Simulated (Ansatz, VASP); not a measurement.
This is a calculation of CsAs for VASP 6.6.1.

INCAR

```
ALGO = Fast
EDIFF = 1E-6
ENCUT = 520
GGA = PE
ISIF = 2
ISMEAR = -1
LASPH = T
LCHARG = F
LREAL = F
LWAVE = F
NELM = 60
PREC = Accurate
SIGMA = 0.05
```

KPOINTS

```
k-points
0
Gamma
  6 6 6
```

The input POSCAR:

```
CsAs
1.0
    4.2519906000      0.0000000000      0.0000000000
    0.0000000000      4.2949400000      0.0000000000
    0.0000000000      0.0000000000      4.2949400000
Cs As
1 1
Direct
    0.0000000000      0.0000000000      0.0000000000
    0.5000000000      0.5000000000      0.5000000000
```

Potentials or basis: VASP PAW PBE potentials, release 64 (Cs_sv, As).

Run with:

```bash
$ cat potpaw_PBE.64/Cs_sv/POTCAR potpaw_PBE.64/As/POTCAR > POTCAR
$ mpirun -np 1 vasp_std > vasp.out
```

Translate it to Ansatz 0.2.0. Potentials there: Ansatz PAW.

As run (the cutoff follows the program's own potentials):

File input.yaml:

```yaml
crystal:
  lattice:
    - [4.2519906, 0.0, 0.0]
    - [0.0, 4.29494, 0.0]
    - [0.0, 0.0, 4.29494]
  atoms:
    - { symbol: Cs, position: [0.0, 0.0, 0.0] }
    - { symbol: As, position: [0.5, 0.5, 0.5] }
hamiltonian:
  xc: pbe
  pseudopotentials: { kind: paw }
kpoints:
  mp_grid: { grid: [6, 6, 6] }
scf:
  occupations: { method: fermi_dirac, width: 0.05 }
output:
  forces: true
  stress: true
  eigenvalues: true
```

Potentials or basis: Ansatz PAW.

Run with:

```console
$ ansatz run input.yaml --threads 2 --pin off --max-ram 5632MiB --backend cpu --events-out ev --progress --plain --runs-dir out
```

Both were run:

|  | VASP | Ansatz | Ansatz less VASP |
| --- | --- | --- | --- |
| gap on the k mesh at the Fermi level (eV) | none | none | - |
| pressure (GPa) | 0.2 | 0.1 | -0.06 |
| largest component of the traceless stress (GPa) | 0.13 | 0.13 | 0.000 |

A gap of «none» marks a metal or a gap that the smearing closes. The functional is the same, so the differences come from potentials, cutoffs and numerics. The two sets of potentials don't hold the same shells in valence.

The runs have no spin-orbit coupling, so splittings on Cs are missing.
